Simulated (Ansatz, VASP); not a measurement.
# Si57O97 (amorphous SiO1.7): VASP beside Ansatz

Wanted: the spread between two codes on one cell, functional and k mesh. The cell is taken from a series of runs on this material, whose earlier steps may have relaxed, scaled, displaced or heated it; both programs get it as it stands.

Main program and level: Ansatz 0.2.0; plane waves, with VASP 6.6.1 beside it; PBE.

### Step 1. The structure

The cell holds 154 atoms: 57 Si and 97 O. Cell: a = 13.312 Å, b = 13.312 Å, c = 13.312 Å, α = 90.0°, β = 90.0°, γ = 90.0°. As first built, before any earlier steps moved the atoms or strained the cell (in the runner's words): 154 atoms (57 Si, 97 O) placed at random at 2.22 g/cm^3, melted at 5000 K for 10 ps at fixed volume with the Tersoff Si-O potential (Munetoh et al., Comput. Mater. Sci. 39, 334 (2007)). Quenched from 5000 K to 100 K at 10 K/ps and fixed volume, held 5 ps.

### Step 2. VASP: single point, PBE

With cell and atoms fixed, the geometry can't cause a difference; cores, projectors, grids and the points listed under the comparison can.

Lines of VASP's logs that name or quote its potential files are left out, and so is its time.

INCAR reads:

```
SYSTEM = Si57O97
PREC = Accurate
ENCUT = 600
EDIFF = 1E-06
NELM = 120
ISMEAR = -1
SIGMA = 0.05
LREAL = Auto
ALGO = Normal
GGA = PE
NBANDS = 512
LORBIT = 11
LWAVE = .FALSE.
LCHARG = .FALSE.
ISIF = 2
LASPH = .TRUE.
GGA_COMPAT = .FALSE.
```

POSCAR reads:

```
Si57O97
1.0
   13.3125000000      0.0000000000      0.0000000000
    0.0000000000     13.3125000000      0.0000000000
    0.0000000000      0.0000000000     13.3125000000
Si O
57 97
Direct
    0.4721000000      0.7075000000      0.6978600000
    0.0687500000      0.0848300000      0.3864100000
    0.4042800000      0.0127500000      0.5610700000
    0.6756500000      0.8171800000      0.6434300000
    0.9089400000      0.0513800000      0.6722400000
    0.3618800000      0.8636700000      0.3272600000
    0.9979600000      0.7839500000      0.1694400000
    0.3412000000      0.5059600000      0.5998400000
    0.7401100000      0.4239800000      0.5486200000
    0.1243800000      0.8523400000      0.3707000000
    0.4476700000      0.6618400000      0.2764900000
    0.5189600000      0.1139200000      0.0388300000
    0.1518000000      0.6822500000      0.7574900000
    0.3371400000      0.7965500000      0.1288400000
    0.0327700000      0.1156600000      0.9597600000
    0.0933800000      0.1756600000      0.6069300000
    0.6403800000      0.1262900000      0.7366800000
    0.8233200000      0.6076800000      0.8715600000
    0.5471700000      0.3730200000      0.4101900000
    0.5981700000      0.3346800000      0.0122600000
    0.0255400000      0.7067000000      0.5477800000
    0.8211000000      0.6295500000      0.6367400000
    0.8313300000      0.9064600000      0.5099100000
    0.0142100000      0.1771900000      0.1923400000
    0.7616500000      0.9432100000      0.8172500000
    0.3215400000      0.0382700000      0.1162500000
    0.8235100000      0.4174500000      0.0084500000
    0.2827000000      0.2326700000      0.7499800000
    0.8931900000      0.7155400000      0.3761300000
    0.4798200000      0.4490400000      0.1854800000
[... 118 atom lines left out ...]
    0.3749400000      0.2622400000      0.6714600000
    0.5576000000      0.7760000000      0.6342800000
    0.2567900000      0.1130800000      0.1955300000
    0.9126500000      0.7003100000      0.5982100000
    0.7336500000      0.6885600000      0.8926500000
    0.8061000000      0.3666000000      0.2844400000
```

KPOINTS reads:

```
Automatic mesh
0
Gamma
1 1 1
0 0 0
```

Potentials, in the order of the species: Si and O (PBE family, release 64).

Run with:

```console
> export OMP_NUM_THREADS=3
> mpirun -np 1 vasp_gam
```

Numbers of over 12 decimals in the logs are rounded to 6 here.

Output:

```text
[banner, memory and clock lines left out]
running    1 mpi-ranks, on    1 nodes
[...]
Offloading initialized ...    1 GPUs detected
[...]
LDA part: xc-table for (Slater+PW92), standard interpolation
 POSCAR, INCAR and KPOINTS ok, starting setup
[...]
entering main loop
       N       E                     dE             d eps       ncg     rms          rms(c)
DAV:   1     0.787069902229E+04    0.78707E+04   -0.50204E+05  1048   0.170E+03
DAV:   2    -0.479456817373E+03   -0.83502E+04   -0.80891E+04  1272   0.381E+02
DAV:   3    -0.125103419730E+04   -0.77158E+03   -0.76295E+03  1224   0.121E+02
DAV:   4    -0.127022211086E+04   -0.19188E+02   -0.18927E+02  1224   0.199E+01
[...]
DAV:  19    -0.111228269439E+04   -0.12714E-04   -0.35477E-05  1256   0.111E-02    0.897E-03
DAV:  20    -0.111228269785E+04   -0.34680E-05   -0.93000E-06  1112   0.545E-03    0.604E-03
DAV:  21    -0.111228269838E+04   -0.52878E-06   -0.32363E-06   880   0.360E-03
   1 F= -.11122827E+04 E0= -.11121756E+04  d E =-.214227E+00
```

Parts of OUTCAR (step 2):

```text
  Total       34.7905094     12.6212466     26.2377532    -33.9316021     -4.9029773      2.0913664
  in kB       23.6261256      8.5710489     17.8179757    -23.0428443     -3.3295965      1.4202404
  external PRESSURE =      16.6717167 kB  Pullay stress =       0.0000000 kB

  FREE ENERGIE OF THE ION-ELECTRON SYSTEM (eV)
  ---------------------------------------------------
  free  energy   TOTEN  =     -1112.2826983832 eV

  energy  without entropy=    -1112.0684716115  energy(sigma->0) =    -1112.17558500

[... 3 further parts left out ...]
[key lines of the parts left out:]
E-fermi :   5.1545
```

The run ends at a pressure of 1.67 GPa, with forces up to 6.5 eV/Å.

### Step 3. Ansatz: single point, PBE

Ansatz runs on its default PAW (the set named soft_2) files.

The same cell, functional, mesh and smearing now go to Ansatz, which takes its cutoff from its data sets.

input.yaml reads:

```yaml
crystal:
  lattice:
    - [13.3125, 0.0, 0.0]
    - [0.0, 13.3125, 0.0]
    - [0.0, 0.0, 13.3125]
  atoms:
    - { symbol: Si, position: [0.4721, 0.7075, 0.69786] }
    - { symbol: Si, position: [0.06875, 0.08483, 0.38641] }
    - { symbol: Si, position: [0.40428, 0.01275, 0.56107] }
    - { symbol: Si, position: [0.67565, 0.81718, 0.64343] }
    - { symbol: Si, position: [0.90894, 0.05138, 0.67224] }
    - { symbol: Si, position: [0.36188, 0.86367, 0.32726] }
    - { symbol: Si, position: [0.99796, 0.78395, 0.16944] }
    - { symbol: Si, position: [0.3412, 0.50596, 0.59984] }
    - { symbol: Si, position: [0.74011, 0.42398, 0.54862] }
    - { symbol: Si, position: [0.12438, 0.85234, 0.3707] }
    - { symbol: Si, position: [0.44767, 0.66184, 0.27649] }
    - { symbol: Si, position: [0.51896, 0.11392, 0.03883] }
    - { symbol: Si, position: [0.1518, 0.68225, 0.75749] }
    - { symbol: Si, position: [0.33714, 0.79655, 0.12884] }
    - { symbol: Si, position: [0.03277, 0.11566, 0.95976] }
    - { symbol: Si, position: [0.09338, 0.17566, 0.60693] }
    - { symbol: Si, position: [0.64038, 0.12629, 0.73668] }
    - { symbol: Si, position: [0.82332, 0.60768, 0.87156] }
    - { symbol: Si, position: [0.54717, 0.37302, 0.41019] }
    - { symbol: Si, position: [0.59817, 0.33468, 0.01226] }
    - { symbol: Si, position: [0.02554, 0.7067, 0.54778] }
    - { symbol: Si, position: [0.8211, 0.62955, 0.63674] }
    - { symbol: Si, position: [0.83133, 0.90646, 0.50991] }
    - { symbol: Si, position: [0.01421, 0.17719, 0.19234] }
    - { symbol: Si, position: [0.76165, 0.94321, 0.81725] }
    - { symbol: Si, position: [0.32154, 0.03827, 0.11625] }
    - { symbol: Si, position: [0.82351, 0.41745, 0.00845] }
    - { symbol: Si, position: [0.2827, 0.23267, 0.74998] }
    - { symbol: Si, position: [0.89319, 0.71554, 0.37613] }
    - { symbol: Si, position: [0.47982, 0.44904, 0.18548] }
[... 118 atom lines left out ...]
    - { symbol: O, position: [0.37494, 0.26224, 0.67146] }
    - { symbol: O, position: [0.5576, 0.776, 0.63428] }
    - { symbol: O, position: [0.25679, 0.11308, 0.19553] }
    - { symbol: O, position: [0.91265, 0.70031, 0.59821] }
    - { symbol: O, position: [0.73365, 0.68856, 0.89265] }
    - { symbol: O, position: [0.8061, 0.3666, 0.28444] }
kpoints:
  mp_grid: { grid: [1, 1, 1] }
hamiltonian:
  xc: pbe
scf:
  occupations: { method: fermi_dirac, width: 0.05 }
output:
  forces: true
  stress: true
  populations: true
  dos:
    method: { smearing: { sigma: 0.15 } }
    de: 0.1
    projected: { site_lists: { O: [O], Si: [Si] } }
  eigenvalues: true
  write_density: true
  write_potential: true
  volumetric_format: npy
```

Run with:

```console
> ansatz run input.yaml --threads 4 --pin off --max-ram 8192MiB --backend cpu --events-out ev --progress --plain --runs-dir out
```

Output:

```text
Engine: ansatz 0.2.0, x86_64-unknown-linux-gnu
Pseudopotentials: kind: paw
Pseudopotential: Si, paw, valence charge 4, recommended cutoff 420 eV (normal), Si.paw.azcp
Pseudopotential: O, paw, valence charge 6, recommended cutoff 420 eV (normal), O.paw.azcp
Functional definition: PBE
  parameter kappa = 0.804
  parameter beta = 0.066725
  exchange = pbe_x(kappa = kappa, mu = beta*pi^2/3)
  correlation = pbe_c(beta = beta)
Crystal: 154 atoms, lattice volume = 2359.277 Å³
Basis set: ecut = 420 eV, 46297 PW (Γ), exchange–correlation on 180×180×180 points (8 copies of the dense FFT grid, shifted against one another)
Bands: 559, of which v1, the nominal top of the filled ones, is band 405 counted from 1 (404 counted from 0)
Symmetry: 1 space group operations
Space group: P1 (ITA 1), of the structure as read, at distance tolerance 1.3e-4 Å
k-points: 1
Non-local potential: Si, projectors of the file, l = 0: 2, l = 1: 2, l = 2: 2
Non-local potential: O, projectors of the file, l = 0: 2, l = 1: 2, l = 2: 1
PAW form: soft (Blöchl's): semilocal exchange-correlation on the pseudo side does not see the compensation charge
PAW one-centre angular grid: Si, 110 points (default); XC on 64 Gauss nodes
PAW one-centre angular grid: O, 110 points (default); XC on 64 Gauss nodes
Initial density: superposition of atomic densities (neutral atoms: chi_scale 0, normalization atom), corrected by the library's trained network
Initial wavefunctions: pseudopotential atomic-orbital guess
Functional: x = pbe(κ = 0.804, μ = 0.219515), c = pbe(β = 0.066725)
SCF iter   1: F=—  HF=-91363.858821 eV  |F-HF|=—  |Δ(HF+E_count)|=         —  Δρ=1.04e-2  dr2=8.90e0  ethr=1.77e-3  ⟨swp⟩=6.0  Hψ=2693  notcnv=0  defer=75
preconditioner: auto → LDOS  [metal: Δε(μ)=0.069 eV  Ē_g=14.627 eV  σ=0.050 eV  W_gap=0.33  n_scr=460 (ndim 8)  ℏωp=21.4 eV  f_vac=0.199  D(μ)=26.07/eV (n_scr^D=92)  β→1.0]
SCF iter   2: F=—  HF=-91363.563282 eV  |F-HF|=—  |Δ(HF+E_count)|=   2.96e-1  Δρ=1.16e-2  dr2=1.16e1  ethr=1.10e-3  ⟨swp⟩=4.0  Hψ=1100  notcnv=0  defer=125
SCF iter   3: F=—  HF=-91362.608550 eV  |F-HF|=—  |Δ(HF+E_count)|=   9.55e-1  Δρ=2.94e-3  dr2=5.24e-1  ethr=1.10e-3  ⟨swp⟩=2.0  Hψ=691  notcnv=0  defer=125
SCF iter   4: F=—  HF=-91362.593816 eV  |F-HF|=—  |Δ(HF+E_count)|=   1.47e-2  Δρ=2.13e-3  dr2=2.81e-1  ethr=6.47e-5  ⟨swp⟩=2.0  Hψ=482  notcnv=0  defer=125
SCF iter   5: F=—  HF=-91362.586546 eV  |F-HF|=—  |Δ(HF+E_count)|=   7.27e-3  Δρ=1.84e-3  dr2=2.23e-1  ethr=3.47e-5  ⟨swp⟩=2.0  Hψ=483  notcnv=0  defer=125
SCF iter   6: F=—  HF=-91362.572738 eV  |F-HF|=—  |Δ(HF+E_count)|=   1.38e-2  Δρ=8.56e-4  dr2=5.82e-2  ethr=2.75e-5  ⟨swp⟩=2.0  Hψ=437  notcnv=0  defer=125
SCF iter   7: F=—  HF=-91362.570296 eV  |F-HF|=—  |Δ(HF+E_count)|=   2.44e-3  Δρ=4.62e-4  dr2=1.35e-2  ethr=7.19e-6  ⟨swp⟩=2.0  Hψ=442  notcnv=0  defer=125
SCF iter   8: F=—  HF=-91362.569445 eV  |F-HF|=—  |Δ(HF+E_count)|=   8.51e-4  Δρ=2.44e-4  dr2=3.57e-3  ethr=1.66e-6  ⟨swp⟩=2.0  Hψ=446  notcnv=0  defer=125
SCF iter   9: F=—  HF=-91362.569263 eV  |F-HF|=—  |Δ(HF+E_count)|=   1.82e-4  Δρ=1.34e-4  dr2=8.57e-4  ethr=4.40e-7  ⟨swp⟩=2.0  Hψ=730  notcnv=0  defer=125
SCF iter  10: F=—  HF=-91362.569263 eV  |F-HF|=—  |Δ(HF+E_count)|=   6.21e-7  Δρ=7.19e-5  dr2=2.62e-4  ethr=1.06e-7  ⟨swp⟩=2.0  Hψ=455  notcnv=0  defer=125
SCF iter  11: F=—  HF=-91362.569257 eV  |F-HF|=—  |Δ(HF+E_count)|=   5.54e-6  Δρ=3.91e-5  dr2=7.70e-5  ethr=3.23e-8  ⟨swp⟩=2.0  Hψ=446  notcnv=0  defer=125
SCF iter  12: F=—  HF=-91362.568502 eV  |F-HF|=—  |Δ(HF+E_count)|=   7.55e-4  Δρ=2.10e-5  dr2=2.04e-5  ethr=9.51e-9  ⟨swp⟩=2.0  Hψ=869  notcnv=0  defer=125
SCF iter  13: F=—  HF=-91362.568501 eV  |F-HF|=—  |Δ(HF+E_count)|=   1.05e-6  Δρ=1.07e-5  dr2=5.35e-6  ethr=2.52e-9  ⟨swp⟩=2.0  Hψ=447  notcnv=0  defer=125
SCF iter  14: F=—  HF=-91362.568501 eV  |F-HF|=—  |Δ(HF+E_count)|=   1.62e-7  Δρ=6.90e-6  dr2=2.70e-6  ethr=6.61e-10  ⟨swp⟩=2.0  Hψ=447  notcnv=0  defer=125
SCF iter  15: F=—  HF=-91362.568501 eV  |F-HF|=—  |Δ(HF+E_count)|=   7.29e-8  Δρ=3.81e-6  dr2=7.20e-7  ethr=3.33e-10  ⟨swp⟩=2.0  Hψ=631  notcnv=0  defer=125
SCF iter  16: F=—  HF=-91362.568501 eV  |F-HF|=—  |Δ(HF+E_count)|=   2.28e-8  Δρ=2.15e-6  dr2=2.22e-7  ethr=8.89e-11  ⟨swp⟩=2.0  Hψ=735  notcnv=0  defer=125
SCF iter  17: F=-91362.568501 eV  HF=-91362.568501 eV  |F-HF|=5.49e-8  |Δ(HF+E_count)|=   8.51e-9  Δρ=1.25e-6  dr2=8.93e-8  ethr=1.23e-11  ⟨swp⟩=19.0  Hψ=4870  notcnv=0
SCF 1 converged in 17 iterations: F = -91362.568501 eV  dr2 = 8.93e-8
  greatest PAW one-centre occupation: 0.894 electrons in one spin orbital (limit 2), on the O atom at site 125 (counted from 0), in its partial waves of l = 0
[...]
--- Löwdin populations: 154 sites ---
  site symbol       q [e]
     0     Si      2.2902
     1     Si      2.3302
     2     Si      2.5975
     3     Si      2.4816
     4     Si      2.2567
     5     Si      2.8828
     6     Si      2.6670
     7     Si      2.6795
     8     Si      2.8490
     9     Si      2.3345
    10     Si      2.3423
    11     Si      2.8046
    12     Si      2.2888
    13     Si      3.0007
    14     Si      2.3119
    15     Si      2.2593
    16     Si      2.3536
    17     Si      2.2271
    18     Si      2.7801
    19     Si      2.2599
    20     Si      2.3393
    21     Si      2.2751
    22     Si      2.8305
    23     Si      2.7445
[...]
146      O      6.7673
   147      O      6.7884
   148      O      6.7592
   149      O      6.7630
   150      O      6.7712
   151      O      6.7841
   152      O      6.7809
   153      O      6.7835
  spilling = 0.014446 (of n_electrons = 810.000000)
```

### Step 4. Differences

Known differences besides the potentials themselves: the cutoff is 420 eV in Ansatz and 600 eV in VASP (PREC = Accurate, projectors in real space). Total energies have different zeros and are not compared.

The two programs side by side:

```
      quantity  Ansatz  VASP  difference
pressure (GPa)    1.74  1.67       +0.08
```

Forces on 8 of the 154 atoms, those with the largest forces and the largest differences (eV/Å; atoms numbered as in POSCAR):

```
atom          Ansatz x, y, z            VASP x, y, z
 Si4  -2.269, -4.123, -0.221  -2.274, -4.114, -0.225
 Si6    0.723, -0.492, 6.420    0.740, -0.516, 6.485
 Si7     1.764, 1.072, 3.812     1.781, 1.085, 3.793
 Si9    -3.884, 2.126, 1.844    -3.901, 2.117, 1.881
Si14   3.008, -0.353, -5.550   3.062, -0.353, -5.601
Si39     2.111, 2.283, 3.135     2.098, 2.301, 3.183
Si40     0.903, 5.824, 1.325     0.958, 5.856, 1.338
Si50   -1.478, 3.385, -1.939   -1.435, 3.403, -1.989
```

The forces differ by 16 meV/Å r.m.s., which is 1.2 % of the r.m.s. force of 1.287 eV/Å (both taken over all components).

### Step 5. What came out

| Property | Result |
| --- | --- |
| r.m.s. force difference (single point, PBE) | 1.2 % of the r.m.s. force |

What this shows: The r.m.s. force difference is 1.2 % of the r.m.s. force (single point, PBE), within the 3 % picked in this series as the mark of a large difference. Such differences can come from data sets, numerical settings and the points named under the comparisons, not from the functional's error against experiment.

[Lines on the potential files, build, host, timing and source positions are cut from VASP's logs without a mark.]

[Logs are printed without paths, hosts, clocks, repeated set-up lines and the standing remarks that a program may print on its own settings, such as how far it seeks lower states.]

[Hosts, paths, dates, database ids (printed as entryN), source tags and the programs' standing remarks are cut or masked in the printed files.]
